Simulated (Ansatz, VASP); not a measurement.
## TiC in two plane-wave programs

One calculation is typed for both programs; each brings its own data sets. How far apart do they land? The cell is taken from a series of runs on this material, whose earlier steps may have relaxed, scaled, displaced or heated it; both programs get it as it stands.

Main program and level: Ansatz 0.2.0; plane waves, with VASP 6.6.1 beside it; elastic constants at LDA.

**1. The structure**

The structure is cubic, space group Fm-3m (No. 225). The conventional cell has a = 4.350 Å, b = 4.350 Å, c = 4.350 Å, α = 90.00°, β = 90.00°, γ = 90.00°. Nearest to Ti lie 6 C at 2.18 Å. C has 6 Ti at 2.18 Å nearest. Farther neighbours are not listed.

**2. Ansatz: elastic constants, LDA**

Ansatz runs on its default PAW (the set named soft_2) files.

Elastic constants are differences of stresses under small strains, so they test the stress and the mesh.

The input, input.yaml:

```yaml
crystal:
  lattice:
    - [0.0, 2.1751359594, 2.1751359594]
    - [2.1751359594, 0.0, 2.1751359594]
    - [2.1751359594, 2.1751359594, 0.0]
  atoms:
    - { symbol: Ti, position: [0.0, 0.0, 0.0] }
    - { symbol: C, position: [0.5, 0.5, 0.5] }
kpoints:
  mp_grid: { grid: [20, 20, 20] }
hamiltonian:
  xc: lda
scf:
  occupations: { method: fermi_dirac, width: 1.0 }
output:
  forces: true
  stress: true
  eigenvalues: true
elastic:
  mode: relaxed_ion
  stencil: two_point
  amplitude: 0.01
```

Run with:

```
> ansatz run input.yaml --threads 4 --pin off --max-ram 16384MiB --backend cpu --events-out ev --progress --plain --runs-dir out
```

Numbers of over 12 decimals in the logs are rounded to 6 here.

The program printed:

```text
band count auto-derived: 17 (N_el = 16.0; filled up to band 8; 12 by the electrons, moments and atoms)
Engine: ansatz 0.2.0, aarch64-unknown-linux-gnu
Pseudopotentials: kind: paw
Pseudopotential: Ti, paw, valence charge 12, recommended cutoff 420 eV (normal), Ti.paw.azcp
Pseudopotential: C, paw, valence charge 4, recommended cutoff 420 eV (normal), C.paw.azcp
Functional definition: SPW92
  exchange = slater_x
  correlation = pw_c
Crystal: 2 atoms, lattice volume = 20.582 Å³
Basis set: ecut = 420 eV, 411 PW (Γ)
Bands: 17, of which v1, the nominal top of the filled ones, is band 8 counted from 1 (7 counted from 0)
Symmetry: 48 space group operations
Space group: Fm-3m (ITA 225), of the structure as read, at distance tolerance 2.7e-5 Å
k-points: 256 of 8000
Non-local potential: Ti, projectors of the file, l = 0: 3, l = 1: 2, l = 2: 3, l = 3: 1
Non-local potential: C, projectors of the file, l = 0: 2, l = 1: 2, l = 2: 1
PAW form: soft (Blöchl's): semilocal exchange-correlation on the pseudo side does not see the compensation charge
PAW frozen core: Ti, regenerated for the run's functional, and the local potential with it (the file was generated under x = pbe(κ = 0.804, μ = 0.219515), c = pbe(β = 0.066725))
PAW frozen core: C, regenerated for the run's functional, and the local potential with it (the file was generated under x = pbe(κ = 0.804, μ = 0.219515), c = pbe(β = 0.066725))
PAW one-centre angular grid: Ti, 590 points (default); XC on 64 Gauss nodes
PAW one-centre angular grid: C, 110 points (default); XC on 64 Gauss nodes
Initial density: superposition of atomic densities (neutral atoms: chi_scale 0, normalization atom), corrected by the library's trained network
Initial wavefunctions: pseudopotential atomic-orbital guess
Functional: x = slater, c = lda
SCF iter   1: F=—  HF=-2696.452232 eV  |F-HF|=—  |Δ(HF+E_count)|=         —  Δρ=4.00e-2  dr2=4.37e-1  ethr=1.77e-3  ⟨swp⟩=4.7  Hψ=16432  notcnv=0
preconditioner: auto → none  [metal: Δε(μ)=0.057 eV  Ē_g=13.173 eV  σ=1.000 eV  W_gap=0.01  n_scr=8 (ndim 8)  ℏωp=23.2 eV  f_vac=0.000  D(μ)=0.96/eV (n_scr^D=14)  sad-step TF]
SCF iter   2: F=—  HF=-2696.418832 eV  |F-HF|=—  |Δ(HF+E_count)|=   3.34e-2  Δρ=3.03e-2  dr2=2.57e-1  ethr=1.77e-3  ⟨swp⟩=1.0  Hψ=6400  notcnv=0
SCF iter   3: F=—  HF=-2696.374709 eV  |F-HF|=—  |Δ(HF+E_count)|=   4.41e-2  Δρ=7.48e-3  dr2=1.49e-2  ethr=1.61e-3  ⟨swp⟩=1.0  Hψ=4352  notcnv=0
SCF iter   4: F=—  HF=-2696.371857 eV  |F-HF|=—  |Δ(HF+E_count)|=   2.85e-3  Δρ=5.36e-4  dr2=1.22e-5  ethr=9.33e-5  ⟨swp⟩=1.0  Hψ=4392  notcnv=0
SCF iter   5: F=—  HF=-2696.371870 eV  |F-HF|=—  |Δ(HF+E_count)|=   1.30e-5  Δρ=6.22e-5  dr2=6.94e-7  ethr=7.63e-8  ⟨swp⟩=2.5  Hψ=7409  notcnv=0
SCF iter   6: F=—  HF=-2696.371870 eV  |F-HF|=—  |Δ(HF+E_count)|=   5.41e-7  Δρ=4.32e-6  dr2=3.33e-9  ethr=4.34e-9  ⟨swp⟩=2.0  Hψ=5800  notcnv=0
SCF iter   7: F=—  HF=-2696.371870 eV  |F-HF|=—  |Δ(HF+E_count)|=  3.18e-12  Δρ=1.91e-7  dr2=5.32e-12  ethr=2.08e-11  ⟨swp⟩=1.4  Hψ=4565  notcnv=0
SCF iter   8: F=-2696.371870 eV  HF=-2696.371870 eV  |F-HF|=9.09e-13  |Δ(HF+E_count)|=  2.73e-12  Δρ=1.12e-8  dr2=2.66e-14  ethr=1.00e-12  ⟨swp⟩=4.1  Hψ=13810  notcnv=0
SCF 1 converged in 8 iterations: F = -2696.371870 eV  dr2 = 2.66e-14
  greatest PAW one-centre occupation: 0.999 electrons in one spin orbital (limit 2), on the Ti atom at site 0 (counted from 0), in its partial waves of l = 0
Crystal: 2 atoms, lattice volume = 20.376 Å³
Symmetry: 16 space group operations
k-points: 641 of 8000
Initial density: handed on by an earlier stage of this run
Initial wavefunctions: those handed on with the density
iter 1 solved again at ethr=1.59e-5 eV; its pass at ethr=3.10e-3 eV (dr2=2.54e-3 eV) is discarded
SCF iter   1: F=—  HF=-2696.369418 eV  |F-HF|=—  |Δ(HF+E_count)|=         —  Δρ=3.30e-3  dr2=2.52e-3  ethr=1.59e-5  ⟨swp⟩=1.4  Hψ=54219  notcnv=0
preconditioner: auto → none  [metal: Δε(μ)=0.019 eV  Ē_g=13.470 eV  σ=1.000 eV  W_gap=0.00  n_scr=8 (ndim 8)  ℏωp=23.3 eV  f_vac=0.000  D(μ)=0.87/eV (n_scr^D=8)]
[...]
SCF 2 converged in 8 iterations: F = -2696.368803 eV  dr2 = 7.33e-16
Crystal: 2 atoms, lattice volume = 20.788 Å³
[...]
preconditioner: auto → none  [metal: Δε(μ)=0.008 eV  Ē_g=13.258 eV  σ=1.000 eV  W_gap=0.00  n_scr=8 (ndim 8)  ℏωp=23.0 eV  f_vac=0.000  D(μ)=0.90/eV (n_scr^D=8)]
[...]
SCF 3 converged in 6 iterations: F = -2696.369039 eV  dr2 = 2.05e-14
Symmetry: 8 space group operations
k-points: 1166 of 8000
[...]
preconditioner: auto → none  [metal: Δε(μ)=0.003 eV  Ē_g=13.357 eV  σ=1.000 eV  W_gap=0.00  n_scr=8 (ndim 8)  ℏωp=23.2 eV  f_vac=0.000  D(μ)=0.88/eV (n_scr^D=8)]
[...]
SCF iter   4: F=—  HF=-2696.371108 eV  |F-HF|=—  |Δ(HF+E_count)|=   3.53e-7  Δρ=3.29e-6  dr2=9.20e-10  ethr=5.66e-10  ⟨swp⟩=1.0  Hψ=19873  notcnv=0
SCF iter   5: F=—  HF=-2696.371108 eV  |F-HF|=—  |Δ(HF+E_count)|=  1.14e-10  Δρ=1.92e-7  dr2=3.41e-12  ethr=5.75e-12  ⟨swp⟩=1.1  Hψ=20277  notcnv=0
SCF iter   6: F=—  HF=-2696.371108 eV  |F-HF|=—  |Δ(HF+E_count)|=  4.55e-12  Δρ=4.05e-8  dr2=2.85e-13  ethr=1.00e-12  ⟨swp⟩=4.0  Hψ=61867  notcnv=0
SCF iter   7: F=-2696.371108 eV  HF=-2696.371108 eV  |F-HF|=4.55e-13  |Δ(HF+E_count)|=    0.00e0  Δρ=8.66e-9  dr2=1.17e-14  ethr=1.00e-12  ⟨swp⟩=3.0  Hψ=48335  notcnv=0
SCF 4 converged in 7 iterations: F = -2696.371108 eV  dr2 = 1.17e-14
iter 1 solved again at ethr=3.68e-9 eV; its pass at ethr=3.10e-3 eV (dr2=5.89e-7 eV) is discarded
SCF iter   1: F=—  HF=-2696.371107 eV  |F-HF|=—  |Δ(HF+E_count)|=         —  Δρ=1.44e-4  dr2=4.78e-7  ethr=3.68e-9  ⟨swp⟩=2.3  Hψ=100659  notcnv=0
SCF iter   2: F=—  HF=-2696.371108 eV  |F-HF|=—  |Δ(HF+E_count)|=   1.38e-6  Δρ=7.19e-5  dr2=1.22e-7  ethr=2.99e-9  ⟨swp⟩=1.0  Hψ=19822  notcnv=0
SCF iter   3: F=—  HF=-2696.371108 eV  |F-HF|=—  |Δ(HF+E_count)|=   4.61e-7  Δρ=1.29e-6  dr2=3.45e-10  ethr=7.65e-10  ⟨swp⟩=1.0  Hψ=19822  notcnv=0
SCF iter   4: F=—  HF=-2696.371108 eV  |F-HF|=—  |Δ(HF+E_count)|=  1.40e-10  Δρ=6.08e-7  dr2=1.10e-11  ethr=2.15e-12  ⟨swp⟩=2.5  Hψ=30501  notcnv=0
SCF iter   5: F=-2696.371108 eV  HF=-2696.371108 eV  |F-HF|=9.09e-13  |Δ(HF+E_count)|=  2.91e-11  Δρ=8.76e-8  dr2=7.11e-14  ethr=1.00e-12  ⟨swp⟩=3.0  Hψ=62939  notcnv=0
SCF 5 converged in 5 iterations: F = -2696.371108 eV  dr2 = 7.11e-14
SCF converged after 8 iterations
Free energy (F): -2696.371870 eV
Harris-Foulkes:  -2696.371870 eV  (|F-HF|=9.09e-13)
Internal energy: -2693.188673 eV  (E = F + TS)
E sigma→0 (E₀):  -2694.780271 eV
Entropy (-TS):   -3.183198 eV (-1591.599 meV/atom)
Fermi energy:    14.266517 eV
--- Per-component energies (eV) ---
  E_band       = -110.857402
  E_kinetic    = 363.022190
  E_local      = -793.315861  (includes V_loc(G=0)·N_el)
  E_nonlocal   = 38.946957
  E_hartree    = 320.518889
  E_xc         = -145.650426
  E_vxc        = -182.639484  (∫ρ·V_xc dr)
  E_paw        = -1089.867496  (= ΣΔE_a)
  E_vpaw       = -177.909156  (= ΣTr[D̂ρ^β])
  E_aug_tail   = 0.000173  (compensation charges beyond the density's cutoff)
  E_ewald      = -1387.231882
  E_core_change = 0.388783  (= ΣΔE_core)
  E_smearing   = -3.183198  (= −TS)
  E_closure    = 0.000000  (closes the sum)
  Σ components = -2696.371870   (vs F -2696.371870, Δ=0.00e0)
--- Forces (eV/Å), atoms counted from 1 ---
  atom   1  Ti    -0.00000000    -0.00000000     0.00000000
  atom   2  C      0.00000000    -0.00000000     0.00000000
  max |Σ_I F_I| component: 5.59e-30 eV/Å
--- Stress (GPa, compression-positive) ---
        0.001569      -0.000000       0.000000
        0.000000       0.001569       0.000000
       -0.000000       0.000000       0.001569
  P = ⅓ Tr σ = 0.0016 GPa (0.016 kbar)
--- Band table (eV; the first three rows and the last of 256) ---
  k-point 0: bands = [... 4 lower, 1.9233, 15.0537, 15.0537, 15.0537, 15.7110, 15.7110, 15.7110, 16.1498, ... 5 higher]
  k-point 1: bands = [... 4 lower, 1.9800, 14.6743, 14.8804, 14.8804, 15.3654, 15.3654, 15.9629, 16.7524, ... 5 higher]
  k-point 2: bands = [... 4 lower, 2.1477, 13.9850, 14.2760, 14.2760, 15.3912, 15.3912, 16.2953, 17.5769, ... 5 higher]
  k-point 255: bands = [... 4 lower, 4.8035, 11.0727, 11.0727, 11.4979, 17.0831, 17.0831, 17.9522, 19.5460, ... 5 higher]
--- Elastic constants: 2 strain directions × 2 members + reference (group order 48) ---
  dense FFT box of the reference and of every strained cell: 24×24×24
  strains applied: 11, 23; error gains: componentwise 1.00 (the most a stress slope's error grows in a printed constant), spectral 1.73 (1 for all six strains in a standard setting)
  C = ∂σ_k/∂η_j (tension-positive GPa; Voigt order 11 22 33 23 13 12):
       460.965     77.511     77.511      0.000     -0.000      0.000
        77.511    460.965     77.511      0.000      0.000     -0.000
        77.511     77.511    460.965      0.000     -0.000     -0.000
        -0.000      0.000      0.000    120.745      0.000     -0.000
         0.000     -0.000      0.000     -0.000    120.745      0.000
         0.000     -0.000     -0.000     -0.000     -0.000    120.745
  reference stress σ⁰ (GPa):     -0.002     -0.002     -0.002     -0.000      0.000      0.000
  C* (energy form; C + prestress term) asymmetry max|C*_kj − C*_jk| = 2.842e-14 GPa — a small one proves nothing (zero by symmetry where the batch's group is 432, −43m or m−3m); a large one is finite-difference/SCF noise where every solve meets its electron count
  moduli (Voigt/Reuss/Hill, GPa): K = 205.33/205.33/205.33   G = 149.14/141.73/145.44   E = 352.97   ν = 0.213
  mechanically stable: yes (min eigenvalue of sym C = 120.74 GPa)
  strain η (Voigt 11):  stress-route row diagonal C_11 = 460.96 GPa, energy-path curvature d²(F+E_count+ΔE)/dδ²/Ω₀ = 460.62 GPa
         δ    σ_11 (GPa)             F (eV)   n_scf  n_hpsi   n_pw
    -1.000e-2      -4.8736       -2696.3688027       8  169752    411   relax 0 steps, max|allowed force component| 3.70e-31 eV/Å
     1.000e-2       4.3457       -2696.3690386       6  136734    420   relax 0 steps, max|allowed force component| 9.86e-32 eV/Å
  strain η (Voigt 23):  stress-route row diagonal C_44 = 120.74 GPa, energy-path curvature d²(F+E_count+ΔE)/dδ²/Ω₀ = 120.76 GPa
         δ    σ_23 (GPa)             F (eV)   n_scf  n_hpsi   n_pw
    -1.000e-2      -1.2074       -2696.3711084       7  308495    415   relax 0 steps, max|allowed force component| 3.94e-30 eV/Å
     1.000e-2       1.2074       -2696.3711084       5  248335    415   relax 0 steps, max|allowed force component| 5.92e-30 eV/Å
```

In the SCF lines HF is the Harris–Foulkes energy and dr2 the Hartree energy of the density residual, in eV; the loop may stop once dr2 is under the threshold and the program's other checks hold. Hψ counts applications of the Hamiltonian.

[end of part 1 of 2]

[Lines on the potential files, build, host, timing and source positions are cut from VASP's logs without a mark.]

[Logs are printed without paths, hosts, clocks, repeated set-up lines and the standing remarks that a program may print on its own settings, such as how far it seeks lower states.]

[Hosts, paths, dates, database ids (printed as entryN), source tags and the programs' standing remarks are cut or masked in the printed files.]
